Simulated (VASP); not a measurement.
All values below come from PBE GGA, VASP's PBE PAW potentials (set 64) (plane waves; VASP 6.6.1).

VASP input:

### INCAR
```
ALGO=Normal
EDIFF=1E-7
ENCUT=600
GGA=PE
ISIF=2
ISMEAR=0
LASPH=.TRUE.
LCHARG=.FALSE.
LREAL=.FALSE.
LWAVE=.FALSE.
NELM=100
PREC=Accurate
SIGMA=0.05
SYSTEM=BN
```

KPOINTS:
```
Automatic mesh
0
Gamma
10 10 6
0 0 0
```

POSCAR:
```
BN
1
    1.2711747486    -2.2017394705     0.0000000000
    1.2711747486     2.2017394705     0.0000000000
    0.0000000000     0.0000000000     4.2043009236
B N
2 2
Direct
  0.6666670000   0.3333330000   0.5002373476
  0.3333330000   0.6666670000   0.0002373476
  0.6666670000   0.3333330000   0.8747626524
  0.3333330000   0.6666670000   0.3747626524
```

POTCAR, in this order: B N (PBE.64 set). Program: vasp_std.

Output of the run:

### OUTCAR
```
 ion  position               nearest neighbor table
   1  0.667  0.333  0.500-   4 1.56   4 1.56   4 1.56   3 1.57
   2  0.333  0.667  0.000-   3 1.56   3 1.56   3 1.56   4 1.57
   3  0.667  0.333  0.875-   2 1.56   2 1.56   2 1.56   1 1.57
   4  0.333  0.667  0.375-   1 1.56   1 1.56   1 1.56   2 1.57
  LATTYP: Found a hexagonal cell.
 ALAT       =     2.5423496883
 C/A-ratio  =     1.6537067827
 Subroutine PRICEL returns:
 Original cell was already a primitive cell.
 Subroutine GETGRP returns: Found 12 space group operations
The static configuration has the point symmetry C_3v.
 The point group associated with its full space group is C_6v.
The dynamic configuration has the point symmetry C_3v.
 Subroutine INISYM returns: Found 12 space group operations
 Subroutine IBZKPT returns following result:
 Found     56 irreducible k-points:

 Following reciprocal coordinates:
            Coordinates               Weight
  0.000000  0.000000  0.000000      1.000000
  0.100000  0.000000  0.000000      6.000000
  0.200000  0.000000  0.000000      6.000000
  0.300000  0.000000  0.000000      6.000000
  0.400000 -0.000000  0.000000      6.000000
...
```

**OSZICAR**
```
       N       E                     dE             d eps       ncg     rms          rms(c)
DAV:   1     0.587643032108E+02    0.58764E+02   -0.95066E+03  1352   0.146E+03
DAV:   2    -0.337999195835E+02   -0.92564E+02   -0.86195E+02  1860   0.311E+02
DAV:   3    -0.367720613303E+02   -0.29721E+01   -0.29582E+01  1788   0.551E+01
DAV:   4    -0.367911805664E+02   -0.19119E-01   -0.19102E-01  1692   0.439E+00
DAV:   5    -0.367914275562E+02   -0.24699E-03   -0.24690E-03  1744   0.464E-01    0.950E+00
DAV:   6    -0.350071754627E+02    0.17843E+01   -0.47760E+00  1672   0.192E+01    0.454E+00
DAV:   7    -0.348638149871E+02    0.14336E+00   -0.23901E-01  1636   0.530E+00    0.271E+00
DAV:   8    -0.348339592222E+02    0.29856E-01   -0.75037E-02  1516   0.259E+00    0.237E-01
DAV:   9    -0.348328859361E+02    0.10733E-02   -0.25954E-03  1732   0.597E-01    0.127E-01
DAV:  10    -0.348331429967E+02   -0.25706E-03   -0.39333E-04  1600   0.201E-01    0.274E-02
DAV:  11    -0.348331473226E+02   -0.43258E-05   -0.69720E-05  1724   0.758E-02    0.138E-02
DAV:  12    -0.348331482719E+02   -0.94935E-06   -0.86565E-06  1668   0.293E-02    0.237E-03
DAV:  13    -0.348331484211E+02   -0.14922E-06   -0.15404E-07  1260   0.491E-03    0.514E-04
DAV:  14    -0.348331484242E+02   -0.30927E-08   -0.12623E-08  1004   0.139E-03
   1 F= -.34833148E+02 E0= -.34833148E+02  d E =-.201575E-20
```

### OUTCAR
```
------------------------ aborting loop because EDIFF is reached ----------------------------------------
  FORCE on cell =-STRESS in cart. coord.  units (eV):
  Direction    XX          YY          ZZ          XY          YZ          ZX
  --------------------------------------------------------------------------------------
  Total        0.8005541      0.8005542      0.8109718      0.0000000      0.0000000      0.0000000
  in kB       54.5012278     54.5012387     55.2104614      0.0000000      0.0000000      0.0000000
  external PRESSURE =      54.7376426 kB  Pullay stress =       0.0000000 kB
  volume of cell :       23.53
      direct lattice vectors                 reciprocal lattice vectors
     1.271174749 -2.201739471  0.000000000     0.393336951 -0.227093172  0.000000000
     1.271174749  2.201739471  0.000000000     0.393336951  0.227093172  0.000000000
     0.000000000  0.000000000  4.204300924     0.000000000  0.000000000  0.237851671
  FREE ENERGIE OF THE ION-ELECTRON SYSTEM (eV)
  ---------------------------------------------------
  free  energy   TOTEN  =       -34.8331484242 eV

  energy  without entropy=      -34.8331484242  energy(sigma->0) =      -34.83314842
```
(Selected blocks of OUTCAR.)

**OUTCAR**
```
 val. band max:        7.6100435622   @ k =   0.0000   0.0000   0.0000

 cond. band min:      12.9878232530   @ k =   0.3000   0.3000   0.0000


 Fermi energy:         7.9197800130

 k-point     1 :       0.0000    0.0000    0.0000
  band No.  band energies     occupation
      1     -12.8440      2.00000
      2      -8.6696      2.00000
      3      -3.3490      2.00000
      4       5.4749      2.00000
      5       5.4750      2.00000
      6       7.3374      2.00000
      7       7.6100      2.00000
      8       7.6100      2.00000
      9      15.9986      0.00000
     10      15.9987      0.00000
     11      16.2484      0.00000
     12      17.1898      0.00000

 k-point     2 :       0.1000    0.0000    0.0000
  band No.  band energies     occupation
      1     -12.6258      2.00000
      2      -8.5027      2.00000
      3      -3.1330      2.00000
      4       4.5020      2.00000
      5       5.0777      2.00000
      6       6.8020      2.00000
      7       7.1224      2.00000
      8       7.3834      2.00000
      9      15.6814      0.00000
     10      16.4269      0.00000
     11      16.5772      0.00000
     12      17.8723      0.00000

 k-point     3 :       0.2000    0.0000    0.0000
  band No.  band energies     occupation
      1     -11.9818      2.00000
      2      -8.0377      2.00000
      3      -2.4974      2.00000
      4       2.3266      2.00000
      5       4.2216      2.00000
      6       4.9274      2.00000
      7       6.4718      2.00000
      8       6.7989      2.00000
      9      15.1762      0.00000
     10      17.0060      0.00000
     11      17.3334      0.00000
     12      18.6188      0.00000

 k-point     4 :       0.3000    0.0000    0.0000
  band No.  band energies     occupation
      1     -10.9522      2.00000
      2      -7.4293      2.00000
      3      -1.4939      2.00000
      4       0.0192      2.00000
      5       2.7619      2.00000
      6       3.3794      2.00000
...
```

The compound is BN in the wurtzite structure, a metastable high-pressure form. This cell was strained or had an atom moved on purpose.
